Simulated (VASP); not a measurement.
**Rh: Rh into a neighbouring Rh vacancy**

How hard is this move in Rh: Rh into a neighbouring Rh vacancy? Both ends are relaxed first, then a band of images between them.

Program: VASP 6.6.1. Level of theory: PBEsol; plane waves and PAW (Rh). Results are calculated unless marked as measured.

This is a report of a sequence of runs, with most program output left out.

## Step 1: The host crystal

It takes space group Fm-3m (No. 225, cubic). The conventional cell has a = 3.800 Å, b = 3.800 Å, c = 3.800 Å, α = 90.00°, β = 90.00°, γ = 90.00°. Nearest to Rh lie 12 Rh at 2.69 Å.

## Step 2: Relax the host

First cell and atoms are relaxed at a raised cutoff, so that later runs start from this functional's own cell.

The input, INCAR:

```
SYSTEM = Rh
PREC = Accurate
ENCUT = 350
EDIFF = 1E-06
NELM = 120
ISMEAR = 1
SIGMA = 0.15
LREAL = .FALSE.
ALGO = Normal
GGA = PS
NBANDS = 10
LASPH = .TRUE.
LORBIT = 11
LWAVE = .FALSE.
LCHARG = .FALSE.
KPAR = 6
IBRION = 2
NSW = 40
ISIF = 3
EDIFFG = -0.02
POTIM = 0.4
```

The input, POSCAR:

```
Rh
1.0
    0.0000000000      1.9000000000      1.9000000000
    1.9000000000      0.0000000000      1.9000000000
    1.9000000000      1.9000000000      0.0000000000
Rh
1
Direct
    0.0000000000      0.0000000000      0.0000000000
```

The input, KPOINTS:

```
Automatic mesh
0
Gamma
15 15 15
0 0 0
```

PAW data sets: Rh (PBE family, release 64).

The run is started by

```
mpirun -np 6 vasp_std
```

Run time: 4.4 s. Hardware: 6 MPI ranks of AMD EPYC 9R14 (Zen 4), shared host; peak memory 0.58 GiB; 22 s of CPU time.

This run has no spin polarisation. Its electron count is odd, so without a moment it is a metal by construction. The PAW data sets were made with PBE, which is usual practice but a small mismatch for other functionals. The run keeps the 48 symmetry operations of its start, so it cannot find a distortion of lower symmetry.

Relaxation path:

```
step  energy less that of the first step (eV)  largest force (eV/Å)  pressure (GPa)  volume (Å³)
   1                                   0.0000                0.0000           -6.43        13.72
   2                                   0.0172                0.0000           14.25        12.86
   3                                  -0.0063                0.0000           -0.08        13.42
```

```
conventional cell, symmetrised  before  after  change
                         a (Å)   3.800  3.772  -0.7 %
                         b (Å)   3.800  3.772  -0.7 %
                         c (Å)   3.800  3.772  -0.7 %
              volume (Å³/atom)   13.72  13.42  -2.2 %
```

The relaxed structure:

```xyz
1
Lattice="0.0000 1.8860 1.8860 1.8860 0.0000 1.8860 1.8860 1.8860 0.0000" Properties=species:S:1:pos:R:3 pbc="T T T"
Rh    0.0000    0.0000    0.0000
```

This step gave:

| Property | Result |
| --- | --- |
| electronic cycles | 26 |
| electrons | 9 |
| free energy (TOTEN) | -8.158 eV |
| energy at zero smearing | -8.158 eV |
| Fermi energy | 12.07 eV |
| labelled metallic, from the levels on this mesh | yes |

The run ended after 3 ionic steps, 0.006 eV below its first step, once forces and stress met EDIFFG = -0.02.

## Step 3: Relax the start

System of this step: Rh. The cell holds 31 atoms: 31 Rh. Cell: a = 7.544 Å, b = 7.544 Å, c = 7.544 Å, α = 90.0°, β = 90.0°, γ = 90.0°. It derives from Rh. Nearest the centre at fractional (0.625, 0.125, 0.000): Rh1 at 1.35 Å, Rh2 at 2.30 Å, Rh12 at 2.31 Å, Rh8 at 2.34 Å, Rh23 at 2.34 Å, Rh3 at 2.97 Å, Rh4 at 2.98 Å, Rh5 at 2.98 Å.

A path needs two true minima; the start is relaxed with symmetry off.

The input, INCAR:

```
SYSTEM = Rh
PREC = Normal
ENCUT = 280
EDIFF = 1E-05
NELM = 120
ISMEAR = 1
SIGMA = 0.15
LREAL = Auto
ALGO = Fast
GGA = PS
NBANDS = 162
LASPH = .TRUE.
LORBIT = 11
LWAVE = .FALSE.
LCHARG = .FALSE.
KPAR = 6
IBRION = 2
NSW = 60
ISIF = 2
EDIFFG = -0.05
POTIM = 0.4
MAXMIX = 40
ISYM = 0
```

The input, POSCAR:

```
Rh
1.0
    7.5439852488      0.0000000000      0.0000000000
    0.0000000000      7.5439852488      0.0000000000
    0.0000000000      0.0000000000      7.5439852488
Rh
31
Direct
    0.7509161847      0.2521782072      0.0008760279
    0.7465451756      0.0024002058      0.2511833920
   -0.0014235267      0.0015406130      0.0009665247
    0.2507797801      0.2500753507      0.0014494010
    0.4980475728      0.4995681064     -0.0012781555
    0.7515876124      0.7501053080     -0.0007753375
    0.2479270679     -0.0006818471      0.2500215859
    0.4992693440      0.2534307167      0.2526689456
    0.7428123866      0.4949920018      0.2495366584
    0.4988807231      0.0005663929      0.5005761462
    0.7556146418      0.2470519010      0.4989989243
    0.7554156299      0.0017144864      0.7517578597
   -0.0013626919      0.4956307572      0.0004439689
    0.2502890093      0.7467461441     -0.0018113149
   -0.0001909963      0.2474953514      0.2497394747
    0.2502531368      0.5000943433      0.2486577607
    0.5015740966      0.7523625893      0.2508506069
   -0.0021692254      0.0019396970      0.4986706230
    0.2523307591      0.2471585644      0.5024243611
    0.4999468094      0.4966894185      0.4991678153
    0.7501434316      0.7507232022      0.4973961027
    0.2470642227      0.0005291223      0.7487625914
    0.5006243533      0.2520135764      0.7456288691
    0.7506744131      0.5032466844      0.7492112210
   -0.0021495657      0.7519942876      0.2506719168
    0.0023750923      0.4990847922      0.4960715239
    0.2497083484      0.7488180567      0.5020554754
    0.0005133437      0.2456764252      0.7468314809
    0.2523430296      0.5018021377      0.7483026389
    0.4999972195      0.7511812684      0.7512417955
    0.0023230220      0.7506799738      0.7497485988
```

The input, KPOINTS:

```
Automatic mesh
0
Monkhorst-Pack
3 3 3
0 0 0
```

The run is started by

```
mpirun -np 6 vasp_std
```

Wall time 3.4 min (6 MPI ranks); peak memory 2.2 GiB; 19 min of CPU time.

Step by step:

```
step  energy less that of the first step (eV)  largest force (eV/Å)
   1                                   0.0000                0.9222
   2                                  -0.1837                0.3701
   3                                  -0.2071                0.2027
   4                                  -0.2193                0.0891
   5                                  -0.2215                0.0802
   6                                  -0.2216                0.0822
   7                                  -0.2228                0.0391
```

The atoms that moved most (Å):

```
atom      dx      dy      dz  length
 Rh9   0.053   0.035   0.001   0.064
Rh12  -0.047  -0.013  -0.007   0.049
Rh11  -0.041   0.022   0.005   0.047
 Rh8   0.005  -0.034  -0.030   0.046
Rh23  -0.003  -0.024   0.039   0.045
Rh28  -0.002   0.032   0.021   0.039
Rh22   0.031  -0.005   0.016   0.035
Rh19  -0.018   0.020  -0.021   0.034
```

The relaxed structure:

```xyz
31
Lattice="7.5440 0.0000 0.0000 0.0000 7.5440 0.0000 0.0000 0.0000 7.5440" Properties=species:S:1:pos:R:3 pbc="T T T"
Rh    5.6486    1.8773   -0.0029
Rh    5.6465    0.0007    1.8727
Rh   -0.0005    0.0000   -0.0018
Rh    1.8969    1.8757   -0.0021
Rh    3.7719    3.7717   -0.0033
Rh    5.6491    5.6654   -0.0019
Rh    1.8940   -0.0015    1.8759
Rh    3.7712    1.8774    1.8766
Rh    5.6571    3.7696    1.8836
Rh    3.7734   -0.0006    3.7713
Rh    5.6595    1.8856    3.7690
Rh    5.6522   -0.0006    5.6638
Rh    0.0004    3.7704   -0.0022
Rh    1.8924    5.6649   -0.0017
Rh   -0.0003    1.8848    1.8831
Rh    1.8860    3.7703    1.8836
Rh    3.7711    5.6658    1.8747
Rh   -0.0003   -0.0021    3.7686
Rh    1.8855    1.8848    3.7697
Rh    3.7722    3.7734    3.7702
Rh    5.6584    5.6575    3.7681
Rh    1.8948   -0.0007    5.6649
Rh    3.7734    1.8777    5.6638
Rh    5.6598    3.7720    5.6550
Rh   -0.0019    5.6564    1.8840
Rh    0.0005    3.7707    3.7686
Rh    1.8860    5.6563    3.7693
Rh    0.0020    1.8856    5.6555
Rh    1.8873    3.7713    5.6545
Rh    3.7725    5.6678    5.6668
Rh    0.0010    5.6561    5.6552
```

This step gave:

```yaml
electronic_cycles: 55
electrons: 279
free_energy_toten: -251.2854 eV
energy_at_zero_smearing: -251.2978 eV
fermi_energy: 11.44 eV
```

The run ended after 7 ionic steps, 0.223 eV below its first step, once the forces on the free atoms met EDIFFG = -0.05.

## Step 4: Relax the end

The end state is relaxed in the same way, so that both ends share their errors.

INCAR is that of step 3.

The input, POSCAR:

```
Rh
1.0
    7.5439852488      0.0000000000      0.0000000000
    0.0000000000      7.5439852488      0.0000000000
    0.0000000000      0.0000000000      7.5439852488
Rh
31
Direct
    0.4993137631      0.0027988994     -0.0059672818
    0.7496324083      0.0000874872      0.2462212308
    0.0008823284     -0.0017266232      0.0022864435
    0.2496670405      0.2517740046      0.0032312990
    0.5010151918      0.4976783593     -0.0040146384
    0.7546484293      0.7497049512     -0.0018254674
    0.2503824427     -0.0005074541      0.2522591303
    0.5000899476      0.2500364518      0.2481055644
    0.7512448807      0.4972590966      0.2517653519
    0.5040401392     -0.0040421236      0.4934617337
    0.7516354188      0.2567547794      0.4973464295
    0.7466842571      0.0015614265      0.7477711473
   -0.0013415336      0.4990770993      0.0014104007
    0.2489254954      0.7507367004     -0.0004680106
   -0.0022393233      0.2491521026      0.2474803777
    0.2500172720      0.4970204973      0.2471026074
    0.5038625786      0.7498590023      0.2498570993
    0.0013561437     -0.0011157418      0.4993941256
    0.2511271197      0.2507487179      0.4969265668
    0.5022092901      0.4984346869      0.4972002094
    0.7476127337      0.7489646180      0.5043141661
    0.2468835148      0.0004243802      0.7443323740
    0.4999958459      0.2523848573      0.7493725775
    0.7483315054      0.5006137633      0.7518561854
    0.0017594350      0.7552292622      0.2505545278
   -0.0015705495      0.4996660142      0.4998077978
    0.2502882757      0.7499203927      0.5004612043
   -0.0044296218      0.2521994448      0.7484762980
    0.2468898171      0.5016907540      0.7534923875
    0.5013070761      0.7504272525      0.7475285734
    0.0076128657      0.7523336700      0.7469795946
```

KPOINTS is that of step 3.

The run is started by

```
mpirun -np 6 vasp_std
```

Elapsed: 3.3 min, on 6 MPI ranks; peak memory 2.2 GiB; 19 min of CPU time.

Relaxation path:

```
step  energy less that of the first step (eV)  largest force (eV/Å)
   1                                   0.0000                0.8514
   2                                  -0.1939                0.3445
   3                                  -0.2104                0.2518
   4                                  -0.2304                0.1270
   5                                  -0.2353                0.0937
   6                                  -0.2380                0.0407
```

The atoms that moved most (Å):

```
atom      dx      dy      dz  length
Rh31  -0.055  -0.014   0.016   0.059
Rh10  -0.028   0.031   0.040   0.058
Rh11  -0.012  -0.049   0.012   0.052
Rh21   0.020   0.010  -0.040   0.046
Rh29   0.025  -0.010  -0.034   0.043
Rh22   0.026   0.000   0.032   0.041
 Rh1   0.015  -0.010   0.036   0.040
Rh25  -0.010  -0.037  -0.011   0.040
```

Final coordinates:

```xyz
31
Lattice="7.5440 0.0000 0.0000 0.0000 7.5440 0.0000 0.0000 0.0000 7.5440" Properties=species:S:1:pos:R:3 pbc="T T T"
Rh    3.7823    0.0110   -0.0093
Rh    5.6609    0.0112    1.8674
Rh   -0.0046    0.0103   -0.0083
Rh    1.8870    1.8874   -0.0076
Rh    3.7826    3.7639   -0.0082
Rh    5.6598    5.6616   -0.0096
Rh    1.8889    0.0007    1.8782
Rh    3.7841    1.8885    1.8671
Rh    5.6608    3.7667    1.8711
Rh    3.7744    0.0010    3.7630
Rh    5.6584    1.8879    3.7639
Rh    5.6594    0.0103    5.6583
Rh   -0.0065    3.7673   -0.0060
Rh    1.8878    5.6603   -0.0080
Rh   -0.0069    1.8882    1.8701
Rh    1.8878    3.7738    1.8793
Rh    3.7753    5.6586    1.8767
Rh    0.0014    0.0024    3.7638
Rh    1.8858    1.8879    3.7625
Rh    3.7730    3.7748    3.7650
Rh    5.6604    5.6598    3.7643
Rh    1.8884    0.0027    5.6470
Rh    3.7801    1.8881    5.6555
Rh    5.6592    3.7661    5.6585
Rh    0.0037    5.6604    1.8796
Rh    0.0028    3.7746    3.7663
Rh    1.8891    5.6610    3.7639
Rh   -0.0089    1.8892    5.6610
Rh    1.8875    3.7744    5.6503
Rh    3.7726    5.6596    5.6499
Rh    0.0025    5.6611    5.6511
```

Numbers from this step:

| Property | Result |
| --- | --- |
| free energy (TOTEN) | -251.2842 eV |
| energy at zero smearing | -251.2965 eV |

The run ended after 6 ionic steps, 0.238 eV below its first step, once the forces on the free atoms met EDIFFG = -0.05.

(Part 1 of 2 ends here.)

[Lines on the potential files, build, host, timing and source positions are cut from VASP's logs without a mark.]

[Logs are printed without paths, hosts, clocks, repeated set-up lines and the standing remarks that a program may print on its own settings, such as how far it seeks lower states.]

[Hosts, paths, dates, database ids (printed as entryN), source tags and the programs' standing remarks are cut or masked in the printed files.]

[Runs that stopped without an error message from VASP are left out.]
